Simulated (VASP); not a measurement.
Input for VASP

### INCAR
```
AGGAC = 0.0
ALGO = Normal
EDIFF = 1E-7
ENCUT = 520
GGA = BO
ISIF = 2
ISMEAR = -5
LASPH = .True.
LCHARG = .True.
LORBIT = 11
LREAL = .False.
LUSE_VDW = .True.
LWAVE = .False.
NEDOS = 601
NELM = 100
PARAM1 = 0.1833333333
PARAM2 = 0.22
PREC = Accurate
SYSTEM = Al
```

### POSCAR
```
Al
1
    0.0000000000     2.0250000000     2.0250000000
    2.0250000000     0.0000000000     2.0250000000
    2.0250000000     2.0250000000     0.0000000000
Al
1
Direct
  0.0000000000   0.0000000000   0.0000000000
```

**KPOINTS**
```
Automatic mesh
0
Gamma
17 17 17
0 0 0
```

POTCAR, in this order: Al (PBE.64 set). Program: vasp_std.

Q: Write an equivalent input for Quantum ESPRESSO's pw.x.

A: One equivalent input (not run):
```
&CONTROL
  calculation = 'scf'
  pseudo_dir = './pseudo'
  outdir = './out'
  tprnfor = .true.
  tstress = .true.
/
&SYSTEM
  ibrav = 0
  nat = 1
  ntyp = 1
  ecutwfc = 40
  occupations = 'tetrahedra'
  input_dft = 'vdw-df-obk8'
/
&ELECTRONS
  conv_thr = 7.3e-09
  electron_maxstep = 100
/
ATOMIC_SPECIES
  Al 26.982 Al.upf
CELL_PARAMETERS angstrom
     0.0000000    2.0250000    2.0250000
     2.0250000    0.0000000    2.0250000
     2.0250000    2.0250000    0.0000000
ATOMIC_POSITIONS crystal
  Al   0.0000000  0.0000000  0.0000000
K_POINTS automatic
  17 17 17 0 0 0
```
Limits of the translation: the potentials are each code's own (VASP's PAW set, PseudoDojo norm-conserving files in pw.x), so ENCUT and ecutwfc are chosen apart and not converted; conv_thr bounds pw.x's estimated SCF error, while EDIFF bounds the energy change between steps.

The compound is Al in the fcc structure. The cell was not relaxed at this level.
